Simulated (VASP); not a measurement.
Input:

```
CELL_PARAMETERS angstrom
      0.00000     2.31000     2.31000
      2.31000     0.00000     2.31000
      2.31000     2.31000     0.00000
ATOMIC_POSITIONS crystal
  Li 0.25000 0.25000 0.25000
  Li 0.75000 0.75000 0.75000
  O  0.00000 0.00000 0.00000
```

Calculation: HSE06 screened hybrid, VASP's PBE PAW potentials (set 64) (plane waves; VASP 6.6.1). Numerical set-up: 520 eV cut-off, 6×6×6 Γ-centred mesh, Gaussian smearing of 0.050 eV, potentials Li_sv O.

Task: Give the stress tensor in GPa (positive for a compressed cell).

Result: 
```
-2.74   0.00   0.00
 0.00  -2.74   0.00
 0.00   0.00  -2.74
```
The pressure is its mean diagonal, -2.74 GPa.

The compound is Li2O in the antifluorite structure. The cell was not relaxed at this level. The cell's shape comes from a PBE relaxation.
